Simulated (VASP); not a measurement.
A convergence study with VASP on Si (diamond): one setting is varied, all else stays as given below, so the limit is that of these other settings. ε∞ is the independent-particle value.

```
Si
1.0
    0.00000     2.71550     2.71550
    2.71550     0.00000     2.71550
    2.71550     2.71550     0.00000
Si
2
Cartesian
  0.00000   0.00000   0.00000
  1.35775   1.35775   1.35775
```

Method: PBEsol GGA, VASP's PBE PAW potentials (set 64) (plane waves; VASP). The tightest run used: 550 eV cut-off, 7×7×7 Γ-centred mesh, Gaussian smearing of 0.050 eV, potentials Si.

| setting | mean ε∞ | bands |
|---|---|---|
| NBANDS = 5 | 12.71 | 5 |
| NBANDS = 6 | 14.63 | 6 |
| NBANDS = 8 | 16.03 | 8 |

Q: These are the cheaper rows. Estimate the results at NBANDS = 132, and how far the last row shown lies from them.

A: 
```csv
quantity,tightest run,last row shown is off by
mean ε∞,16.26,-0.22
```

Left out are rungs that failed or repeat a setting and relaxations that didn't move; long series are thinned to 24 rows.

The compound is Si in the diamond structure. The cell was not relaxed at this level.
